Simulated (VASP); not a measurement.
All values below come from r2SCAN meta-GGA, VASP's PBE PAW potentials (set 64) (plane waves; VASP).

VASP input:

**INCAR**
```
! general
SYSTEM   =  CuI
PREC     =  Accurate
ENCUT    =  520   ! plane-wave cut-off (eV)
LREAL    =  F   ! projection in real space or not
LASPH    =  T   ! aspherical one-centre terms

! electronic loop
EDIFF    =  1E-6
NELM     =  100   ! most electronic steps
ALGO     =  Normal
LMAXMIX  =  4   ! l cut-off of mixed one-centre charges
LMIXTAU  =  T

! smearing
ISMEAR   =  0   ! Gaussian
SIGMA    =  0.05

! functional
METAGGA  =  R2SCAN

! ions
IBRION   =  2   ! conjugate gradients
NSW      =  60   ! most ionic steps
ISIF     =  3
EDIFFG   =  -0.01

! output
LWAVE    =  F
LCHARG   =  F
```

### POSCAR
```
CuI
1
    0.0000000000     3.0250000000     3.0250000000
    3.0250000000     0.0000000000     3.0250000000
    3.0250000000     3.0250000000     0.0000000000
Cu I
1 1
Direct
  0.0000000000   0.0000000000   0.0000000000
  0.2500000000   0.2500000000   0.2500000000
```

File KPOINTS:
```
kpoints
0
Gamma
 7 7 7
0 0 0
```

POTCAR, in this order: Cu I (PBE.64 set). Program: vasp_std.

The run wrote:

File OSZICAR:
```
       N       E                     dE             d eps       ncg     rms          rms(c)
DAV:   1     0.800461252469E+02    0.80046E+02   -0.81497E+03   520   0.148E+03
DAV:   2    -0.311373334719E+02   -0.11118E+03   -0.10429E+03   535   0.276E+02
DAV:   3    -0.388412775355E+02   -0.77039E+01   -0.75932E+01   700   0.851E+01
DAV:   4    -0.390844531420E+02   -0.24318E+00   -0.24300E+00   611   0.140E+01
DAV:   5    -0.390918835190E+02   -0.74304E-02   -0.74300E-02   758   0.249E+00    0.584E+00
DAV:   6    -0.360769939172E+02    0.30149E+01   -0.85979E+00   525   0.816E+01    0.480E+00
DAV:   7    -0.357984546481E+02    0.27854E+00   -0.15152E+00   575   0.470E+01    0.240E+00
DAV:   8    -0.358091182413E+02   -0.10664E-01   -0.58364E-01   576   0.219E+01    0.138E+00
DAV:   9    -0.357252368750E+02    0.83881E-01   -0.19982E-01   648   0.119E+01    0.229E-01
DAV:  10    -0.357935918248E+02   -0.68355E-01   -0.26423E-02   520   0.174E+00    0.113E-01
DAV:  11    -0.357937819189E+02   -0.19009E-03   -0.65690E-04   653   0.312E-01    0.582E-02
DAV:  12    -0.357934239897E+02    0.35793E-03   -0.99004E-04   605   0.983E-01    0.763E-02
DAV:  13    -0.357938372413E+02   -0.41325E-03   -0.85558E-04   620   0.890E-01    0.142E-02
DAV:  14    -0.357938249017E+02    0.12340E-04   -0.29912E-05   623   0.826E-02    0.980E-03
DAV:  15    -0.357938466436E+02   -0.21742E-04   -0.26348E-05   619   0.117E-01    0.278E-03
DAV:  16    -0.357938471677E+02   -0.52414E-06   -0.13168E-06   490   0.206E-02
   1 F= -.35793847E+02 E0= -.35793847E+02  d E =-.357938E+02
       N       E                     dE             d eps       ncg     rms          rms(c)
DAV:   1    -0.358487672291E+02   -0.54921E-01   -0.91188E-01   520   0.242E+01    0.186E+00
DAV:   2    -0.358148319575E+02    0.33935E-01   -0.57089E-01   520   0.234E+01    0.729E-01
DAV:   3    -0.357968135828E+02    0.18018E-01   -0.10406E-01   520   0.116E+01    0.294E-01
DAV:   4    -0.357951910563E+02    0.16225E-02   -0.69299E-03   528   0.592E-01    0.122E-01
DAV:   5    -0.357951200060E+02    0.71050E-04   -0.11830E-03   659   0.853E-01    0.763E-02
DAV:   6    -0.357952445968E+02   -0.12459E-03   -0.30582E-04   656   0.247E-01    0.290E-02
DAV:   7    -0.357952360661E+02    0.85307E-05   -0.12636E-04   576   0.169E-01    0.945E-03
DAV:   8    -0.357952511866E+02   -0.15120E-04   -0.66089E-05   520   0.855E-02    0.560E-03
DAV:   9    -0.357952689438E+02   -0.17757E-04   -0.18407E-05   623   0.828E-02    0.246E-03
DAV:  10    -0.357952684578E+02    0.48598E-06   -0.11402E-06   415   0.117E-02
   2 F= -.35795268E+02 E0= -.35795268E+02  d E =-.142129E-02
```

### OUTCAR
```
------------------------ aborting loop because EDIFF is reached ----------------------------------------
  FORCE on cell =-STRESS in cart. coord.  units (eV):
  Direction    XX          YY          ZZ          XY          YZ          ZX
  --------------------------------------------------------------------------------------
  Total       -0.0015761     -0.0015761     -0.0015761      0.0000000      0.0000000     -0.0000000
  in kB       -0.0462602     -0.0462602     -0.0462602      0.0000000      0.0000000     -0.0000000
  external PRESSURE =      -0.0462602 kB  Pullay stress =       0.0000000 kB
  volume of cell :       54.59
      direct lattice vectors                 reciprocal lattice vectors
    -0.000000000  3.010795525  3.010795525    -0.166069066  0.166069066  0.166069066
     3.010795525 -0.000000000  3.010795525     0.166069066 -0.166069066  0.166069066
     3.010795525  3.010795525  0.000000000     0.166069066  0.166069066 -0.166069066
  FREE ENERGIE OF THE ION-ELECTRON SYSTEM (eV)
  ---------------------------------------------------
  free  energy   TOTEN  =       -35.7952684578 eV

  energy  without entropy=      -35.7952684578  energy(sigma->0) =      -35.79526846

 reached required accuracy - stopping structural energy minimisation
```
(Selected blocks of OUTCAR.)

CONTCAR:
```
CuI
   1.00000000000000
    -0.0000000000000000    3.0107955250792213    3.0107955250792213
     3.0107955250792213   -0.0000000000000000    3.0107955250792213
     3.0107955250792213    3.0107955250792213    0.0000000000000000
  Cu              I
     1     1
Direct
     0.0000000000000000    0.0000000000000000    0.0000000000000000
     0.2500000000000000    0.2500000000000000    0.2500000000000000
```

The compound is CuI in the zinc blende structure. This run relaxes it. Symmetry was kept, so distortions that lower it aren't found.
